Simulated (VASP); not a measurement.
Nb3Si2 (space group P4/mbm): computed properties

The numbers are results of r2SCAN meta-GGA, VASP's PBE PAW potentials (set 64) (plane waves; VASP 6.6.1), not measurements.

For Nb₃Si₂, the space group comes out as P4/mbm (127). The cell is a = 6.724 Å, b = 6.724 Å, c = 3.504 Å, α = 90.00°, β = 90.00°, γ = 90.00°, the volume per atom is 15.84 Å³/atom and the band gap (over mesh and band path) is none (metal, semimetal or under 0.01 eV). The density is 7.02 g/cm³.

```cif
data_Nb6Si4
_chemical_formula_sum 'Nb6 Si4'
_space_group_name_H-M_alt 'P4/mbm'
_space_group_IT_number 127
_space_group_name_Hall '-P 4 2ab'
_cell_length_a 6.72375
_cell_length_b 6.72375
_cell_length_c 3.50421
_cell_angle_alpha 90.000
_cell_angle_beta 90.000
_cell_angle_gamma 90.000
loop_
_atom_site_label
_atom_site_type_symbol
_atom_site_symmetry_multiplicity
_atom_site_Wyckoff_symbol
_atom_site_fract_x
_atom_site_fract_y
_atom_site_fract_z
_atom_site_occupancy
Nb1 Nb 2 a 0.00000 0.00000 0.00000 1
Nb2 Nb 4 h 0.17207 0.32793 0.50000 1
Si1 Si 4 g 0.37276 0.12724 0.00000 1
```

The structure comes from a computed database's Nb3Si2 entry (P4/mbm); how it stands against other phases isn't given here. It was relaxed first. Symmetry was kept, so distortions that lower it aren't found.
